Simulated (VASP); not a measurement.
Energy against volume of La2O3 (a-type). These are LDA (Ceperley-Alder, Perdew-Zunger), VASP's LDA PAW potentials (set 64) (plane waves; VASP) values and carry that method's errors. Settings: 520 eV cut-off, 7×7×4 Γ-centred mesh, Gaussian smearing of 0.050 eV, potentials La O.

Shape and ions are relaxed at each volume.

| V (Å³/atom) | E (eV/atom) |
|---|---|
| 14.600 | -9.15489 |
| 15.066 | -9.17341 |
| 15.532 | -9.17952 |
| 15.998 | -9.17473 |

Task: Fit these four points and predict the energy of the run at 16.464 Å³/atom.

Result: A cubic in V^(−2/3), the third-order Birch-Murnaghan form, passes through the four points with V0 = 15.55 Å³/atom and B0 = 124 GPa, and gives -9.1604 eV/atom there. The run gave -9.1604 eV/atom, -0.1 meV/atom from the fit; all five points give B0 = 124 GPa.

The compound is La2O3 in the a-type structure. It was relaxed first, which changed the volume by -6 %.
